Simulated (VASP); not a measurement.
Write the native input for VASP 6.6.1 that does the following.

* Task: relaxation of cell and atoms
* Functional: LDA
* Potentials or basis: VASP PAW LDA potentials, release 64 (Sn_d, Se)
* Cutoff: 600 eV
* k mesh: 9 × 9 × 5
* Occupations: gaussian, width 0.03 eV
* Spin: no spin polarisation
* Further INCAR settings: ALGO = Normal; EDIFF = 1e-06; IBRION = 2; EDIFFG = -0.01; NSW = 90; ISIF = 3

The structure of SnSe2 lies in POSCAR:

```
SnSe2
1.0
    3.8110000000      0.0000000000      0.0000000000
   -1.9055000000      3.3004228138      0.0000000000
    0.0000000000      0.0000000000      6.1360000000
Sn Se
1 2
Direct
    0.0000000000      0.0000000000      0.0000000000
    0.3333333333      0.6666666667      0.2490000000
    0.6666666667      0.3333333333      0.7510000000
```

One way to write it, as run:

INCAR

```
PREC = Accurate
ENCUT = 600
EDIFF = 1E-6
ISMEAR = 0
SIGMA = 0.03
LREAL = F
LASPH = T
NELM = 80
ALGO = Normal
ISIF = 3
LWAVE = F
LCHARG = F
GGA = CA
IBRION = 2
NSW = 90
EDIFFG = -0.01
KPAR = 2
```

KPOINTS

```
Automatic mesh
0
Gamma
  9 9 5
```

Potentials or basis: VASP PAW LDA potentials, release 64 (Sn_d, Se).

Launch:

```console
$ cat potpaw_LDA.64/Sn_d/POTCAR potpaw_LDA.64/Se/POTCAR > POTCAR
$ mpirun -np 2 vasp_std > vasp.out
```

It gave:

```yaml
Relaxed_volume: 24.62 Å³/atom
Relaxed_cell: a = 3.806 Å, b = 3.806 Å, c = 5.888 Å, α = 90.00°, β = 90.00°, γ = 120.00°
Space_group_after_relaxing_to_0.05_Å: P-3m1 (No. 164)
Energy_gained_by_relaxing: 12.6 meV/atom
Ionic_steps: 16
Pressure_after_relaxing: 0.0 GPa
Largest_force_after_relaxing: 0.008 eV/Å
Band_gap_on_the_k_mesh: 0.29 eV, indirect (least direct gap 0.66 eV)
```

Caveat: spin-orbit coupling is left out, which moves the levels of the heavy elements; an odd mesh through Γ misses points on the zone boundary, where band edges often lie.

Wall time 3.8 min on 2 MPI ranks on AMD EPYC 9R14 (Zen 4) (shared host), peak memory 0.19 GiB a rank.
